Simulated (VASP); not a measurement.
Computed with r2SCAN meta-GGA, VASP's PBE PAW potentials (set 64) (plane waves; VASP).

Input for VASP

**INCAR**
```
# general
SYSTEM  = Ga2O3
PREC    = Accurate
ENCUT   = 520   # plane-wave cut-off (eV)
LREAL   = .False.   # projection in real space or not
LASPH   = .True.   # aspherical one-centre terms

# electronic loop
EDIFF   = 1E-6
NELM    = 100   # most electronic steps
ALGO    = Normal
LMAXMIX = 4   # l cut-off of mixed one-centre charges
LMIXTAU = .True.

# smearing
ISMEAR  = 0   # Gaussian
SIGMA   = 0.05   # width (eV)

# functional
METAGGA = R2SCAN

# ions
IBRION  = 2   # conjugate gradients
NSW     = 60
ISIF    = 3   # ions, shape and volume
EDIFFG  = -0.02   # ionic stop

# output
LWAVE   = .False.
LCHARG  = .False.
```

KPOINTS:
```
kpoints
0
gamma
 7 7 4
```

### POSCAR
```
Ga2O3
1
    6.1432209343    -1.5253324402     0.0012483861
    6.1432209343     1.5253324402     0.0012483861
   -1.3836510931     0.0000000000     5.6501992599
Ga O
4 6
Direct
  0.3413901647   0.3413901647   0.6858563419
  0.6586098353   0.6586098353   0.3141436581
  0.9097352327   0.9097352327   0.2050554730
  0.0902647673   0.0902647673   0.7949445270
  0.5036990080   0.5036990080   0.7433894586
  0.4963009920   0.4963009920   0.2566105414
  0.8266000432   0.8266000432   0.4368672127
  0.1733999568   0.1733999568   0.5631327873
  0.1646844236   0.1646844236   0.1093437905
  0.8353155764   0.8353155764   0.8906562095
```

POTCAR, in this order: Ga_d O (PBE.64 set). Program: vasp_std.

What VASP printed:

File OSZICAR:
```
       N       E                     dE             d eps       ncg     rms          rms(c)
DAV:   1     0.117443451731E+04    0.11744E+04   -0.41882E+04  7208   0.317E+03
DAV:   2     0.135953523061E+03   -0.10385E+04   -0.99644E+03  6608   0.828E+02
DAV:   3    -0.108973358639E+03   -0.24493E+03   -0.23859E+03  7248   0.267E+02
DAV:   4    -0.128612533614E+03   -0.19639E+02   -0.19472E+02  7840   0.818E+01
DAV:   5    -0.129268336825E+03   -0.65580E+00   -0.65404E+00  8044   0.149E+01    0.161E+01
DAV:   6    -0.109219570455E+03    0.20049E+02   -0.23002E+01 10584   0.613E+01    0.464E+00
DAV:   7    -0.100875800496E+03    0.83438E+01   -0.34772E+00  8116   0.128E+01    0.318E+00
DAV:   8    -0.111990044247E+03   -0.11114E+02   -0.44900E+00  9468   0.231E+01    0.220E+00
DAV:   9    -0.104770485849E+03    0.72196E+01   -0.10710E+00  6992   0.114E+01    0.119E+00
DAV:  10    -0.102545854640E+03    0.22246E+01   -0.82899E-01  6352   0.565E+00    0.475E-01
DAV:  11    -0.102351073248E+03    0.19478E+00   -0.68173E-01  6384   0.580E+00    0.261E-01
DAV:  12    -0.102407867622E+03   -0.56794E-01   -0.45550E-02  9012   0.149E+00    0.290E-01
DAV:  13    -0.102435643942E+03   -0.27776E-01   -0.64237E-03  9372   0.163E+00    0.170E-01
DAV:  14    -0.102446553247E+03   -0.10909E-01   -0.13186E-02  9776   0.159E+00    0.752E-02
DAV:  15    -0.102446893691E+03   -0.34044E-03   -0.38914E-03  7828   0.972E-01    0.264E-02
DAV:  16    -0.102445484807E+03    0.14089E-02   -0.14521E-03  6728   0.349E-01    0.278E-02
DAV:  17    -0.102447055337E+03   -0.15705E-02   -0.10266E-03  6920   0.295E-01    0.109E-02
DAV:  18    -0.102447156520E+03   -0.10118E-03   -0.81125E-05  7344   0.915E-02    0.115E-02
DAV:  19    -0.102447212112E+03   -0.55593E-04   -0.33383E-05  6788   0.456E-02    0.373E-03
DAV:  20    -0.102447237150E+03   -0.25037E-04   -0.34408E-06  5728   0.224E-02    0.234E-03
DAV:  21    -0.102447243220E+03   -0.60705E-05   -0.49040E-06  5448   0.280E-02    0.292E-03
DAV:  22    -0.102447243975E+03   -0.75433E-06   -0.89418E-07  4296   0.189E-02
   1 F= -.10244724E+03 E0= -.10244724E+03  d E =-.102447E+03
       N       E                     dE             d eps       ncg     rms          rms(c)
DAV:   1    -0.102446002365E+03    0.12409E-02   -0.51313E-01  6716   0.389E+00    0.993E-02
DAV:   2    -0.102447787017E+03   -0.17847E-02   -0.18869E-02  7988   0.103E+00    0.694E-02
DAV:   3    -0.102447747375E+03    0.39642E-04   -0.13198E-03  8428   0.294E-01    0.530E-02
DAV:   4    -0.102447583957E+03    0.16342E-03   -0.30637E-04  8588   0.465E-01    0.164E-02
DAV:   5    -0.102447703340E+03   -0.11938E-03   -0.24787E-04  7236   0.122E-01    0.138E-02
DAV:   6    -0.102447708353E+03   -0.50131E-05   -0.67092E-05  8604   0.114E-01    0.576E-03
DAV:   7    -0.102447721866E+03   -0.13513E-04   -0.17068E-05  8060   0.442E-02    0.464E-03
DAV:   8    -0.102447716584E+03    0.52823E-05   -0.98875E-06  6508   0.281E-02    0.199E-03
DAV:   9    -0.102447724297E+03   -0.77129E-05   -0.35601E-06  5060   0.176E-02    0.136E-03
DAV:  10    -0.102447724288E+03    0.87948E-08   -0.36515E-07  3648   0.792E-03
   2 F= -.10244772E+03 E0= -.10244772E+03  d E =-.480313E-03
       N       E                     dE             d eps       ncg     rms          rms(c)
DAV:   1    -0.102447803959E+03   -0.79663E-04   -0.76438E-02  6716   0.150E+00    0.389E-02
DAV:   2    -0.102448069117E+03   -0.26516E-03   -0.28221E-03  8056   0.400E-01    0.266E-02
DAV:   3    -0.102448062051E+03    0.70655E-05   -0.19991E-04  8468   0.116E-01    0.203E-02
DAV:   4    -0.102448033775E+03    0.28276E-04   -0.44809E-05  8500   0.181E-01    0.624E-03
DAV:   5    -0.102448048411E+03   -0.14637E-04   -0.36253E-05  7196   0.467E-02    0.526E-03
DAV:   6    -0.102448049178E+03   -0.76633E-06   -0.90138E-06  6016   0.428E-02
   3 F= -.10244805E+03 E0= -.10244805E+03  d E =-.805203E-03
       N       E                     dE             d eps       ncg     rms          rms(c)
DAV:   1    -0.102448545303E+03   -0.49689E-03   -0.73521E-02  6420   0.154E+00    0.168E-01
DAV:   2    -0.102448390111E+03    0.15519E-03   -0.36029E-03  7448   0.795E-01    0.101E-01
DAV:   3    -0.102448167155E+03    0.22296E-03   -0.89818E-04  7172   0.433E-01    0.273E-02
DAV:   4    -0.102448247503E+03   -0.80348E-04   -0.22248E-04  6860   0.264E-01    0.111E-02
DAV:   5    -0.102448249291E+03   -0.17881E-05   -0.11216E-04  7992   0.795E-02    0.507E-03
DAV:   6    -0.102448269703E+03   -0.20411E-04   -0.14794E-05  6800   0.445E-02    0.334E-03
DAV:   7    -0.102448267858E+03    0.18448E-05   -0.27232E-06  5256   0.173E-02    0.200E-03
DAV:   8    -0.102448270791E+03   -0.29337E-05   -0.33603E-06  4956   0.180E-02    0.119E-03
DAV:   9    -0.102448271669E+03   -0.87772E-06   -0.95481E-07  4036   0.896E-03
   4 F= -.10244827E+03 E0= -.10244827E+03  d E =-.222491E-03
```

OUTCAR:
```
------------------------ aborting loop because EDIFF is reached ----------------------------------------
  FORCE on cell =-STRESS in cart. coord.  units (eV):
  Direction    XX          YY          ZZ          XY          YZ          ZX
  --------------------------------------------------------------------------------------
  Total        0.0224606     -0.0099257     -0.0294155      0.0000000      0.0000000      0.0059568
  in kB        0.3398340     -0.1501782     -0.4450628      0.0000000      0.0000000      0.0901283
  external PRESSURE =      -0.0851357 kB  Pullay stress =       0.0000000 kB
  volume of cell :      105.89
      direct lattice vectors                 reciprocal lattice vectors
     6.144477287 -1.523935161 -0.000614075     0.081375880 -0.328097949  0.019941277
     6.144477287  1.523935161 -0.000614075     0.081375880  0.328097949  0.019941277
    -1.385646768  0.000000000  5.654513683     0.000017675  0.000000000  0.176854199
 POSITION                                       TOTAL-FORCE (eV/Angst)
 -----------------------------------------------------------------------------------
      3.24334      0.00000      3.87355         0.012786      0.000000      0.007582
      7.65997      0.00000      1.77974        -0.012786      0.000000     -0.007582
     10.89281      0.00000      1.15899        -0.007222      0.000000     -0.016003
      0.01050      0.00000      4.49429         0.007222      0.000000      0.016003
      5.15760      0.00000      4.20418         0.001283      0.000000      0.000927
      5.74571      0.00000      1.44911        -0.001283      0.000000     -0.000927
      9.55295      0.00000      2.46966         0.014960      0.000000     -0.009388
      1.35035      0.00000      3.18363        -0.014960      0.000000      0.009388
      1.87040      0.00000      0.61774        -0.006948      0.000000      0.001404
      9.03291      0.00000      5.03554         0.006948      0.000000     -0.001404
 -----------------------------------------------------------------------------------
    total drift:                                0.000000      0.000000     -0.000000
  FREE ENERGIE OF THE ION-ELECTRON SYSTEM (eV)
  ---------------------------------------------------
  free  energy   TOTEN  =      -102.4482716692 eV

  energy  without entropy=     -102.4482716692  energy(sigma->0) =     -102.44827167

 reached required accuracy - stopping structural energy minimisation
```
(Selected blocks of OUTCAR.)

CONTCAR:
```
Ga2O3
   1.00000000000000
     6.1444772873619433   -1.5239351606062312   -0.0006140748625580
     6.1444772873619433    1.5239351606062312   -0.0006140748625580
    -1.3856467680799327    0.0000000000000000    5.6545136827553852
  Ga              O
     4     6
Direct
     0.3411728273437032    0.3411728273437032    0.6851106413341254
     0.6588271726562968    0.6588271726562968    0.3148893586658747
     0.9095234854405628    0.9095234854405628    0.2051649743829541
     0.0904765145594371    0.0904765145594371    0.7948350256170458
     0.5035408520426894    0.5035408520426894    0.7436180469556118
     0.4964591479573107    0.4964591479573107    0.2563819530443880
     0.8266280677827292    0.8266280677827292    0.4369377852889951
     0.1733719322172708    0.1733719322172708    0.5630622147110049
     0.1645237870351966    0.1645237870351966    0.1092835944589676
     0.8354762129648035    0.8354762129648035    0.8907164055410325
```

The structure comes from a computed database's Ga2O3 entry (C2/m); how it stands against other phases isn't given here. This run relaxes it. Symmetry was kept, so distortions that lower it aren't found. The start is the result of an earlier pass.
